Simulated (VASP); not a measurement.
All values below come from LDA (Ceperley-Alder, Perdew-Zunger), VASP's LDA PAW potentials (set 64) (plane waves; VASP).

VASP ran on this input.

**KPOINTS**
```
Automatic
0
Gamma
  5 5 3
```

INCAR:
```
LASPH  =  .TRUE.   # aspherical one-centre terms
ISMEAR  =  -1   # Fermi-Dirac
SYSTEM  =  Pd3S
LREAL  =  .FALSE.   # projection in real space or not
ENCUT  =  300   # plane-wave cut-off (eV)
ISIF  =  2
LCHARG  =  .FALSE.
SIGMA  =  0.1   # width (eV)
ALGO  =  Normal
LMAXMIX  =  4
LEPSILON  =  .FALSE.
EDIFF  =  1E-8
PREC  =  Accurate
NSW  =  1   # most ionic steps
NELM  =  100   # most electronic steps
LWAVE  =  .FALSE.
IBRION  =  8   # DFPT with symmetry
```

**POSCAR**
```
Pd3S
1
    3.6843550000    -2.6752400000     0.0000000000
    3.6843550000     2.6752400000     0.0000000000
    0.0000000000     0.0000000000     6.4163400000
Pd S
6 2
Direct
  0.9593600000   0.6511600000   0.7500000000
  0.0406400000   0.3488400000   0.2500000000
  0.6511600000   0.9593600000   0.2500000000
  0.3488400000   0.0406400000   0.7500000000
  0.5000000000   0.5000000000   0.0000000000
  0.5000000000   0.5000000000   0.5000000000
  0.1916900000   0.8083100000   0.2500000000
  0.8083100000   0.1916900000   0.7500000000
```

POTCAR, in this order: Pd S (LDA.64 set). Program: vasp_std.

Output

OSZICAR:
```
...
RMM:  16    -0.108607998094E+00    0.88833E-10   -0.25260E-07  1081   0.112E-04    0.228E-07
RMM:  17    -0.108607998013E+00    0.81348E-10   -0.25163E-07   986   0.112E-04    0.690E-07
RMM:  18    -0.108607997962E+00    0.50315E-10   -0.24782E-07   933   0.112E-04    0.278E-07
RMM:  19    -0.108607997825E+00    0.13780E-09   -0.25341E-07   949   0.112E-04    0.211E-07
RMM:  20    -0.108607997847E+00   -0.22284E-10   -0.25175E-07   923   0.112E-04    0.143E-07
RMM:  21    -0.108607997942E+00   -0.95050E-10   -0.25061E-07   919   0.112E-04    0.434E-07
RMM:  22    -0.108607997971E+00   -0.28528E-10   -0.25042E-07   904   0.112E-04    0.182E-07
RMM:  23    -0.108607997910E+00    0.60599E-10   -0.25081E-07   896   0.112E-04    0.158E-07
RMM:  24    -0.108607997912E+00   -0.24145E-11   -0.25183E-07   896   0.112E-04    0.133E-07
RMM:  25    -0.108607997941E+00   -0.28438E-10   -0.25028E-07   893   0.112E-04    0.520E-07
RMM:  26    -0.108607997865E+00    0.75714E-10   -0.24863E-07   886   0.112E-04    0.263E-07
RMM:  27    -0.108607997995E+00   -0.12975E-09   -0.25298E-07   886   0.112E-04    0.259E-07
RMM:  28    -0.108607997899E+00    0.95498E-10   -0.25329E-07   881   0.112E-04    0.153E-07
RMM:  29    -0.108607997902E+00   -0.30661E-11   -0.25034E-07   876   0.112E-04    0.388E-07
RMM:  30    -0.108607997942E+00   -0.39369E-10   -0.25178E-07   875   0.112E-04    0.218E-07
RMM:  31    -0.108607998017E+00   -0.75257E-10   -0.25137E-07   868   0.112E-04    0.115E-07
RMM:  32    -0.108607997857E+00    0.15975E-09   -0.25193E-07   870   0.112E-04    0.143E-07
RMM:  33    -0.108607997937E+00   -0.79217E-10   -0.25137E-07   876   0.112E-04    0.641E-07
RMM:  34    -0.108607997968E+00   -0.31085E-10   -0.24905E-07   869   0.112E-04    0.203E-07
RMM:  35    -0.108607997890E+00    0.77739E-10   -0.25064E-07   876   0.112E-04    0.244E-07
RMM:  36    -0.108607997876E+00    0.13378E-10   -0.25217E-07   870   0.112E-04    0.162E-07
RMM:  37    -0.108607998000E+00   -0.12355E-09   -0.25188E-07   870   0.112E-04    0.541E-07
RMM:  38    -0.108607997923E+00    0.77022E-10   -0.24719E-07   869   0.112E-04    0.200E-07
RMM:  39    -0.108607997922E+00    0.12713E-11   -0.25095E-07   868   0.112E-04    0.244E-07
RMM:  40    -0.108607997878E+00    0.43602E-10   -0.25270E-07   871   0.112E-04    0.130E-07
RMM:  41    -0.108607997986E+00   -0.10836E-09   -0.25324E-07   869   0.112E-04    0.178E-07
RMM:  42    -0.108607997807E+00    0.17943E-09   -0.25078E-07   871   0.112E-04    0.117E-07
RMM:  43    -0.108607997951E+00   -0.14366E-09   -0.25059E-07   865   0.112E-04    0.726E-07
RMM:  44    -0.108607997806E+00    0.14425E-09   -0.24743E-07   869   0.112E-04    0.113E-07
RMM:  45    -0.108607997844E+00   -0.37267E-10   -0.25315E-07   861   0.112E-04    0.183E-07
RMM:  46    -0.108607997978E+00   -0.13424E-09   -0.25566E-07   869   0.112E-04    0.117E-07
RMM:  47    -0.108607997896E+00    0.81721E-10   -0.24896E-07   865   0.112E-04    0.555E-07
RMM:  48    -0.108607997867E+00    0.29313E-10   -0.24791E-07   861   0.112E-04    0.239E-07
RMM:  49    -0.108607997900E+00   -0.32879E-10   -0.25272E-07   868   0.112E-04    0.105E-07
RMM:  50    -0.108607997919E+00   -0.19371E-10   -0.25285E-07   867   0.112E-04    0.114E-07
RMM:  51    -0.108607997891E+00    0.28249E-10   -0.24893E-07   862   0.112E-04    0.398E-07
RMM:  52    -0.108607997842E+00    0.48566E-10   -0.24898E-07   865   0.112E-04    0.441E-07
RMM:  53    -0.108607998006E+00   -0.16403E-09   -0.25280E-07   868   0.112E-04    0.157E-07
RMM:  54    -0.108607997769E+00    0.23723E-09   -0.25074E-07   864   0.112E-04    0.143E-07
RMM:  55    -0.108607997821E+00   -0.51969E-10   -0.25160E-07   865   0.112E-04    0.415E-07
RMM:  56    -0.108607997880E+00   -0.58725E-10   -0.25005E-07   865   0.112E-04    0.355E-07
RMM:  57    -0.108607997985E+00   -0.10551E-09   -0.25221E-07   863   0.112E-04    0.157E-07
RMM:  58    -0.108607997786E+00    0.19918E-09   -0.24852E-07   868   0.112E-04    0.128E-07
RMM:  59    -0.108607997864E+00   -0.77692E-10   -0.25208E-07   867   0.112E-04    0.433E-07
RMM:  60    -0.108607997980E+00   -0.11660E-09   -0.25183E-07   869   0.112E-04    0.266E-07
RMM:  61    -0.108607997994E+00   -0.13191E-10   -0.25195E-07   861   0.112E-04    0.201E-07
RMM:  62    -0.108607997821E+00    0.17287E-09   -0.25143E-07   869   0.112E-04    0.128E-07
RMM:  63    -0.108607997887E+00   -0.66323E-10   -0.24880E-07   863   0.112E-04    0.454E-07
RMM:  64    -0.108607997843E+00    0.43687E-10   -0.25009E-07   865   0.112E-04    0.278E-07
RMM:  65    -0.108607997978E+00   -0.13429E-09   -0.25430E-07   868   0.112E-04    0.309E-07
RMM:  66    -0.108607997894E+00    0.83975E-10   -0.25105E-07   868   0.112E-04    0.212E-07
RMM:  67    -0.108607997891E+00    0.30447E-11   -0.25143E-07   866   0.112E-04    0.158E-07
RMM:  68    -0.108607997745E+00    0.14609E-09   -0.25166E-07   864   0.112E-04    0.136E-07
RMM:  69    -0.108607997883E+00   -0.13840E-09   -0.25057E-07   861   0.112E-04    0.676E-07
RMM:  70    -0.108607997928E+00   -0.44594E-10   -0.24992E-07   869   0.112E-04    0.309E-07
RMM:  71    -0.108607997928E+00   -0.19706E-12   -0.25182E-07   867   0.112E-04    0.260E-07
RMM:  72    -0.108607997760E+00    0.16783E-09   -0.25031E-07   863   0.112E-04    0.147E-07
RMM:  73    -0.108607997907E+00   -0.14689E-09   -0.25140E-07   867   0.112E-04    0.500E-07
RMM:  74    -0.108607997830E+00    0.77387E-10   -0.24964E-07   867   0.112E-04    0.211E-07
RMM:  75    -0.108607997929E+00   -0.99321E-10   -0.25202E-07   865   0.112E-04    0.195E-07
RMM:  76    -0.108607997831E+00    0.97746E-10   -0.25033E-07   867   0.112E-04    0.129E-07
RMM:  77    -0.108607997826E+00    0.50829E-11   -0.25071E-07   864   0.112E-04    0.283E-07
RMM:  78    -0.108607997796E+00    0.29697E-10   -0.25088E-07   867   0.112E-04    0.194E-07
RMM:  79    -0.108607997931E+00   -0.13449E-09   -0.25001E-07   867   0.112E-04    0.536E-07
RMM:  80    -0.108607997868E+00    0.62934E-10   -0.25123E-07   867   0.112E-04    0.154E-07
RMM:  81    -0.108607998001E+00   -0.13272E-09   -0.25234E-07   867   0.112E-04    0.915E-08
 Linear response progress:
  Degree of freedom:   9/  9
       N       E                     dE             d eps       ncg     rms          rms(c)
RMM:   1    -0.116152651811E+00   -0.11615E+00    0.50279E-02  5323   0.129E+00
RMM:   2    -0.112728605543E+00    0.34240E-02   -0.36091E-03  3159   0.244E-01    0.193E-01
RMM:   3    -0.112645166845E+00    0.83439E-04   -0.43076E-04  3210   0.867E-02    0.141E-01
RMM:   4    -0.112592247133E+00    0.52920E-04   -0.31042E-04  3203   0.756E-02    0.805E-02
RMM:   5    -0.112575112898E+00    0.17134E-04   -0.66049E-05  3211   0.366E-02    0.829E-03
RMM:   6    -0.112577332445E+00   -0.22195E-05   -0.11748E-06  3307   0.506E-03    0.344E-03
RMM:   7    -0.112579540018E+00   -0.22076E-05   -0.64093E-07  3285   0.230E-03    0.147E-03
RMM:   8    -0.112579937882E+00   -0.39786E-06   -0.61666E-07  3291   0.105E-03    0.516E-04
RMM:   9    -0.112580232033E+00   -0.29415E-06   -0.70212E-07  3352   0.407E-04    0.191E-04
RMM:  10    -0.112580146159E+00    0.85875E-07   -0.64812E-07  3431   0.188E-04    0.556E-05
RMM:  11    -0.112580077384E+00    0.68775E-07   -0.69198E-07  3469   0.137E-04    0.272E-05
RMM:  12    -0.112579988782E+00    0.88602E-07   -0.82002E-07  3531   0.108E-04    0.627E-06
RMM:  13    -0.112580003180E+00   -0.14399E-07   -0.86012E-07  3646   0.946E-05    0.278E-06
RMM:  14    -0.112580011681E+00   -0.85010E-08   -0.78801E-07  3309   0.906E-05    0.139E-06
RMM:  15    -0.112580011837E+00   -0.15522E-09   -0.77959E-07  2306   0.893E-05    0.932E-07
RMM:  16    -0.112580013163E+00   -0.13261E-08   -0.80195E-07  1453   0.891E-05    0.673E-07
RMM:  17    -0.112580011323E+00    0.18399E-08   -0.77511E-07  1304   0.890E-05    0.603E-07
RMM:  18    -0.112580012489E+00   -0.11661E-08   -0.79174E-07  1144   0.891E-05    0.572E-07
RMM:  19    -0.112580011607E+00    0.88236E-09   -0.77862E-07  1138   0.890E-05    0.692E-07
RMM:  20    -0.112580012530E+00   -0.92387E-09   -0.78704E-07  1060   0.891E-05    0.682E-07
 Linear response finished
```

**OUTCAR**
```
------------------------ aborting loop because EDIFF is reached ----------------------------------------

   1 f  =   10.343043 THz    64.987256 2PiTHz  345.006778 cm-1    42.775370 meV
             X         Y         Z           dx          dy          dz
      5.933727 -0.824509  4.812255    -0.072120   -0.071825    0.000000
      1.434983  0.824509  1.604085     0.072120    0.071825    0.000000
      5.933727  0.824509  1.604085    -0.072120    0.071825    0.000000
      1.434983 -0.824509  4.812255     0.072120   -0.071825    0.000000
      3.684355  0.000000  0.000000    -0.000000    0.000000    0.000000
      3.684355  0.000000  3.208170    -0.000000    0.000000   -0.000000
      3.684355  1.649606  1.604085     0.000000   -0.692300   -0.000000
      3.684355 -1.649606  4.812255     0.000000    0.692300    0.000000

   2 f  =    9.842240 THz    61.840616 2PiTHz  328.301777 cm-1    40.704214 meV
             X         Y         Z           dx          dy          dz
      5.933727 -0.824509  4.812255    -0.087801   -0.065088   -0.000000
      1.434983  0.824509  1.604085    -0.087801   -0.065088    0.000000
      5.933727  0.824509  1.604085     0.087801   -0.065088    0.000000
      1.434983 -0.824509  4.812255     0.087801   -0.065088   -0.000000
      3.684355  0.000000  0.000000     0.000000   -0.215250   -0.183569
      3.684355  0.000000  3.208170     0.000000   -0.215250    0.183569
      3.684355  1.649606  1.604085    -0.000000    0.629348   -0.000000
      3.684355 -1.649606  4.812255    -0.000000    0.629348    0.000000

   3 f  =    8.722120 THz    54.802699 2PiTHz  290.938620 cm-1    36.071775 meV
             X         Y         Z           dx          dy          dz
      5.933727 -0.824509  4.812255     0.000000    0.000000   -0.005338
      1.434983  0.824509  1.604085     0.000000    0.000000   -0.005338
      5.933727  0.824509  1.604085     0.000000   -0.000000   -0.005338
      1.434983 -0.824509  4.812255     0.000000   -0.000000   -0.005338
      3.684355  0.000000  0.000000     0.000000   -0.191795   -0.319288
      3.684355  0.000000  3.208170     0.000000    0.191795   -0.319288
      3.684355  1.649606  1.604085    -0.000000   -0.000000    0.601010
      3.684355 -1.649606  4.812255    -0.000000    0.000000    0.601010

   4 f  =    8.345661 THz    52.437336 2PiTHz  278.381296 cm-1    34.514866 meV
             X         Y         Z           dx          dy          dz
      5.933727 -0.824509  4.812255     0.000000    0.000000   -0.020011
      1.434983  0.824509  1.604085     0.000000    0.000000    0.020011
      5.933727  0.824509  1.604085     0.000000   -0.000000    0.020011
      1.434983 -0.824509  4.812255     0.000000   -0.000000   -0.020011
      3.684355  0.000000  0.000000     0.000000    0.000000    0.000000
      3.684355  0.000000  3.208170     0.000000   -0.000000    0.000000
      3.684355  1.649606  1.604085    -0.000000   -0.000000    0.706540
      3.684355 -1.649606  4.812255    -0.000000    0.000000   -0.706540

   5 f  =    8.167879 THz    51.320298 2PiTHz  272.451121 cm-1    33.779619 meV
             X         Y         Z           dx          dy          dz
      5.933727 -0.824509  4.812255     0.166551    0.170920   -0.000000
      1.434983  0.824509  1.604085     0.166551    0.170920    0.000000
      5.933727  0.824509  1.604085     0.166551   -0.170920    0.000000
      1.434983 -0.824509  4.812255     0.166551   -0.170920   -0.000000
      3.684355  0.000000  0.000000     0.007460    0.000000    0.000000
      3.684355  0.000000  3.208170     0.007460    0.000000    0.000000
      3.684355  1.649606  1.604085    -0.621320   -0.000000   -0.000000
      3.684355 -1.649606  4.812255    -0.621320   -0.000000    0.000000

   6 f  =    7.995752 THz    50.238791 2PiTHz  266.709578 cm-1    33.067758 meV
             X         Y         Z           dx          dy          dz
      5.933727 -0.824509  4.812255     0.180571    0.151406    0.000000
      1.434983  0.824509  1.604085    -0.180571   -0.151406   -0.000000
      5.933727  0.824509  1.604085    -0.180571    0.151406   -0.000000
      1.434983 -0.824509  4.812255     0.180571   -0.151406    0.000000
      3.684355  0.000000  0.000000     0.000000    0.000000    0.000000
      3.684355  0.000000  3.208170     0.000000   -0.000000    0.000000
      3.684355  1.649606  1.604085     0.623651   -0.000000   -0.000000
      3.684355 -1.649606  4.812255    -0.623651   -0.000000    0.000000

   7 f  =    5.464208 THz    34.332634 2PiTHz  182.266372 cm-1    22.598140 meV
             X         Y         Z           dx          dy          dz
      5.933727 -0.824509  4.812255    -0.206857    0.370576   -0.000000
      1.434983  0.824509  1.604085    -0.206857    0.370576   -0.000000
      5.933727  0.824509  1.604085    -0.206857   -0.370576    0.000000
      1.434983 -0.824509  4.812255    -0.206857   -0.370576    0.000000
      3.684355  0.000000  0.000000     0.360967   -0.000000    0.000000
      3.684355  0.000000  3.208170     0.360967   -0.000000   -0.000000
      3.684355  1.649606  1.604085     0.097318    0.000000    0.000000
      3.684355 -1.649606  4.812255     0.097318   -0.000000    0.000000

   8 f  =    5.130403 THz    32.235275 2PiTHz  171.131838 cm-1    21.217634 meV
             X         Y         Z           dx          dy          dz
      5.933727 -0.824509  4.812255    -0.122674    0.471670   -0.000000
      1.434983  0.824509  1.604085     0.122674   -0.471670   -0.000000
      5.933727  0.824509  1.604085     0.122674    0.471670    0.000000
      1.434983 -0.824509  4.812255    -0.122674   -0.471670   -0.000000
      3.684355  0.000000  0.000000     0.000000   -0.000000    0.000000
      3.684355  0.000000  3.208170     0.000000   -0.000000   -0.000000
      3.684355  1.649606  1.604085    -0.157980    0.000000   -0.000000
      3.684355 -1.649606  4.812255     0.157980    0.000000   -0.000000

   9 f  =    5.095214 THz    32.014171 2PiTHz  169.958030 cm-1    21.072101 meV
             X         Y         Z           dx          dy          dz
      5.933727 -0.824509  4.812255    -0.174057    0.060774    0.000000
      1.434983  0.824509  1.604085    -0.174057    0.060774   -0.000000
      5.933727  0.824509  1.604085     0.174057    0.060774    0.000000
      1.434983 -0.824509  4.812255     0.174057    0.060774    0.000000
      3.684355  0.000000  0.000000    -0.000000   -0.170734    0.628462
      3.684355  0.000000  3.208170    -0.000000   -0.170734   -0.628462
      3.684355  1.649606  1.604085     0.000000    0.088921   -0.000000
      3.684355 -1.649606  4.812255    -0.000000    0.088921   -0.000000

  10 f  =    4.494669 THz    28.240837 2PiTHz  149.926011 cm-1    18.588448 meV
             X         Y         Z           dx          dy          dz
      5.933727 -0.824509  4.812255    -0.384167    0.156956   -0.000000
      1.434983  0.824509  1.604085    -0.384167    0.156956   -0.000000
      5.933727  0.824509  1.604085     0.384167    0.156956   -0.000000
      1.434983 -0.824509  4.812255     0.384167    0.156956   -0.000000
      3.684355  0.000000  0.000000    -0.000000   -0.194059   -0.264972
      3.684355  0.000000  3.208170    -0.000000   -0.194059    0.264972
      3.684355  1.649606  1.604085    -0.000000   -0.218386    0.000000
...
```
(Selected blocks of OUTCAR.)

The structure comes from a computed database's Pd3S entry (Cmcm); how it stands against other phases isn't given here. The cell was not relaxed at this level. The k-mesh is coarse (spacing up to 0.33 per Å, 2π included), so the numbers may not be converged in it. The run is one of a series of settings (EDIFF = 1E-8, GGA removed, IBRION = 8, LEPSILON = .FALSE., NSW = 1, POTCAR Pd S (LDA.64 set) against the base run), some of them coarse on purpose.
